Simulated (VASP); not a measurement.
OSZICAR of a VASP run on SnO (relaxed from the h-BN structure, space group P6_3/mmc):

### OSZICAR
```
       N       E                     dE             d eps       ncg     rms          rms(c)
DAV:   1     0.384004624910E+03    0.38400E+03   -0.21760E+04  1176   0.254E+03
DAV:   2    -0.914465987602E+01   -0.39315E+03   -0.38696E+03  1240   0.605E+02
DAV:   3    -0.747477186674E+02   -0.65603E+02   -0.65143E+02  1384   0.208E+02
DAV:   4    -0.776155249522E+02   -0.28678E+01   -0.28649E+01  1264   0.489E+01
DAV:   5    -0.777051684920E+02   -0.89644E-01   -0.89624E-01  1568   0.874E+00    0.110E+01
DAV:   6    -0.674039450386E+02    0.10301E+02   -0.20166E+01  1832   0.583E+01    0.482E+00
DAV:   7    -0.639025226086E+02    0.35014E+01   -0.35316E+00  1152   0.110E+01    0.200E+00
DAV:   8    -0.646476825930E+02   -0.74516E+00   -0.95999E-01  1160   0.782E+00    0.104E+00
DAV:   9    -0.641649702071E+02    0.48271E+00   -0.57674E-01  1152   0.665E+00    0.311E-01
DAV:  10    -0.643989751337E+02   -0.23400E+00   -0.30637E-01  1184   0.407E+00    0.175E-01
DAV:  11    -0.644087789993E+02   -0.98039E-02   -0.84114E-03  1704   0.773E-01    0.126E-01
DAV:  12    -0.644090037352E+02   -0.22474E-03   -0.55177E-03  1160   0.698E-01    0.386E-02
DAV:  13    -0.644150144095E+02   -0.60107E-02   -0.23983E-03  1240   0.505E-01    0.530E-02
DAV:  14    -0.644144485546E+02    0.56585E-03   -0.12982E-03  1344   0.331E-01    0.203E-02
DAV:  15    -0.644156158177E+02   -0.11673E-02   -0.63632E-04  1176   0.209E-01    0.101E-02
DAV:  16    -0.644155766057E+02    0.39212E-04   -0.11299E-04  1360   0.908E-02    0.107E-02
DAV:  17    -0.644156232712E+02   -0.46666E-04   -0.29145E-05  1376   0.402E-02    0.290E-03
DAV:  18    -0.644156530111E+02   -0.29740E-04   -0.16896E-05  1376   0.425E-02    0.163E-03
DAV:  19    -0.644156543653E+02   -0.13542E-05   -0.87581E-07  1432   0.927E-03    0.104E-03
DAV:  20    -0.644156543093E+02    0.56016E-07   -0.41421E-07  1112   0.452E-03
   1 F= -.64415654E+02 E0= -.64415654E+02  d E =0.000000E+00
       N       E                     dE             ncg
       N       E                     dE             ncg
       N       E                     dE             ncg
```

**Question.** Which electronic solver shows in the log?

**Answer.** It is blocked Davidson (ALGO = Normal, or the opening steps of other solvers). The INCAR had ALGO = Normal.

**Question.** Can the final energy be trusted as converged?

**Answer.** Self-consistency was reached. It stopped with EDIFF = 1E-7, NELM = 100 (r2SCAN meta-GGA, plane waves, VASP's PBE PAW potentials (set 64)).

The structure was generated: SnO was put into the h-BN type (P6_3/mmc), which need not be its known phase. It was relaxed first, which changed the volume by -24 %.
